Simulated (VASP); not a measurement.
```yaml
crystal:
  lattice:
    - [3.98159, 0.00000, 0.00000]
    - [0.00000, 3.98159, 0.00000]
    - [0.00000, 0.00000, 4.08431]
  atoms:
    - { symbol: Ba, position: [0.00000, 0.00000, 0.00771] }
    - { symbol: Ti, position: [0.50000, 0.50000, 0.49046] }
    - { symbol: O, position: [0.50000, 0.50000, 0.03822] }
    - { symbol: O, position: [0.00000, 0.50000, 0.52431] }
    - { symbol: O, position: [0.50000, 0.00000, 0.52431] }
```

These are r2SCAN+rVV10 with spin-orbit coupling, VASP's PBE PAW potentials (set 64) (plane waves; VASP 6.6.1) values and carry that method's errors. Run with 520 eV cut-off, 5×5×5 Γ-centred mesh, Gaussian smearing of 0.050 eV, potentials Ba_sv Ti_sv O.

Question: Estimate the energy per atom (σ→0), band gap (over mesh and band path) with the smallest direct gap where there is one.

Answer: 
```json
{
 "band gap (over mesh and band path)": "2.18 eV",
 "smallest direct gap (over mesh and band path)": "2.57 eV",
 "energy per atom (σ→0)": "-14.706 eV/atom"
}
```

Only differences to runs with the same potentials and settings are physical.

The structure comes from a measured BaTiO3 entry (P4mm) of the Crystallography Open Database, whose conditions weren't checked. It was relaxed first.
